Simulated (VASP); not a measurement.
Input:

```
CuGaSe2
1.0
   -2.83305     2.83305     5.56510
    2.83305    -2.83305     5.56510
    2.83305     2.83305    -5.56510
Ga Cu Se
2 2 4
Direct
  0.50000   0.50000   0.00000
  0.25000   0.75000   0.50000
  0.00000   0.00000   0.00000
  0.75000   0.25000   0.50000
  0.87500   0.87500   0.50000
  0.12500   0.62500   0.00000
  0.37500   0.37500   0.50000
  0.62500   0.12500   0.00000
```

Level of theory: PBE GGA, VASP's PBE PAW potentials (set 64) (plane waves; VASP 6.6.1). Settings: 300 eV cut-off, 3×3×3 Γ-centred mesh, Fermi-Dirac smearing of 0.020 eV, potentials Ga_d Cu Se.

Q: Give the energies of bands 27 to 40 at the high-symmetry points, in eV from the valence-band maximum.

A: 
```
band      Γ      X      P      N      M      S      R
----  -----  -----  -----  -----  -----  -----  -----
27    -2.00  -1.85  -1.89  -1.87  -2.06  -1.90  -1.85
28    -1.96  -1.85  -1.89  -1.83  -2.06  -1.85  -1.85
29    -1.88  -1.71  -1.70  -1.81  -1.82  -1.80  -1.76
30    -1.61  -1.71  -1.70  -1.72  -1.82  -1.67  -1.76
31    -1.57  -1.29  -1.28  -1.60  -1.21  -1.63  -1.36
32    -1.57  -1.29  -1.28  -1.32  -1.21  -1.52  -1.36
33    -1.47  -0.79  -0.81  -1.29  -1.17  -1.35  -0.82
34    -0.12  -0.79  -0.81  -1.16  -1.17  -1.14  -0.82
35    -0.12  -0.48  -0.66  -1.05  -0.87  -0.71  -0.66
36     0.00  -0.48  -0.66  -0.53  -0.87  -0.53  -0.66
37     0.12   1.11   1.54   2.08   1.82   1.92   1.39
38     1.95   1.11   1.54   2.50   1.82   2.30   1.39
39     2.23   3.29   3.02   3.21   1.99   2.51   3.78
40     3.96   3.29   3.02   4.08   1.99   3.45   3.78
```

The gap is direct, 0.12 eV, from the valence maximum at Γ to the conduction minimum at Γ.

The structure is a typed CuGaSe2 crystal. The cell was not relaxed at this level. The k-mesh is coarse (spacing up to 0.52 per Å, 2π included), so the numbers may not be converged in it.
